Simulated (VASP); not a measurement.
Wanted: the native input for a VASP 6.6.1 run.

- Task: single point
- Functional: HSE(alpha, omega)
- Potentials or basis: VASP PAW PBE potentials, release 64 (Te, Nb_sv)
- Cutoff: 520 eV
- k mesh: 4 × 4 × 4
- Occupations: fermi-dirac, width 0.05 eV
- Spin: no spin polarisation
- Screening parameter: 0.3
- Grid for exact exchange (PRECFOCK): Fast
- Further INCAR settings: ALGO = Normal; EDIFF = 1e-06; NBANDS = 16

Crystal: NbTe.

```
Te Nb
1.0
     3.70297    0.00000    0.00000
    -1.85149    3.20687    0.00000
     0.00000    0.00000    3.69421
Te Nb
1 1
Cartesian
  1.8515 1.0690 0.0000
  0.0000 0.0000 1.8471
```

The cell comes from a database or a generator and needn't be the stable form of this composition.

The input as run:

POSCAR

```
NbTe
1.0
    3.7029743866      0.0000000000      0.0000000000
   -1.8514871933      3.2068698884      0.0000000000
    0.0000000000      0.0000000000      3.6942110000
Te Nb
1 1
Direct
    0.6666666667      0.3333333333      0.0000000000
    0.0000000000      0.0000000000      0.5000000000
```

INCAR.step1

```
  PREC = Accurate
  ENCUT = 520
  EDIFF = 1E-5
  ISMEAR = -1
  SIGMA = 0.05
  LREAL = False
  LASPH = True
  NELM = 80
  ALGO = Normal
  ISIF = 2
  LWAVE = True
  NBANDS = 16
  GGA = PE
```

INCAR.step2

```
  PREC = Accurate
  ENCUT = 520
  EDIFF = 1E-6
  ISMEAR = -1
  SIGMA = 0.05
  LREAL = False
  LASPH = True
  NELM = 80
  ALGO = Normal
  ISIF = 2
  LWAVE = False
  LCHARG = False
  GGA = PE
  LHFCALC = True
  HFSCREEN = 0.3
  AEXX = 0.25
  PRECFOCK = Fast
  NBANDS = 16
  ISTART = 1
```

KPOINTS

```
Automatic mesh
0
Gamma
  4 4 4
```

Potentials or basis: VASP PAW PBE potentials, release 64 (Te, Nb_sv).

The run is started by

```bash
$ cat potpaw_PBE.64/Te/POTCAR potpaw_PBE.64/Nb_sv/POTCAR > POTCAR
$ cp INCAR.step1 INCAR
$ mpirun -np 1 vasp_std > vasp.out
$ cp INCAR.step2 INCAR
$ mpirun -np 1 vasp_std > vasp.out
```

Results of the run:

```json
{"Pressure": "-5.0 GPa", "Band gap on the k mesh": "none (metal or under the smearing width)"}
```

Caveat: the k mesh is coarse (spacing up to 0.49 Å⁻¹), so the values aren't converged, least of all with exact exchange; the PAW data sets were made with another functional, which shifts forces and pressure a little.

Run time: 2.7 min on 1 thread of Intel(R) Xeon(R) 6975P-C (Granite Rapids) (shared host), peak memory 0.23 GiB.
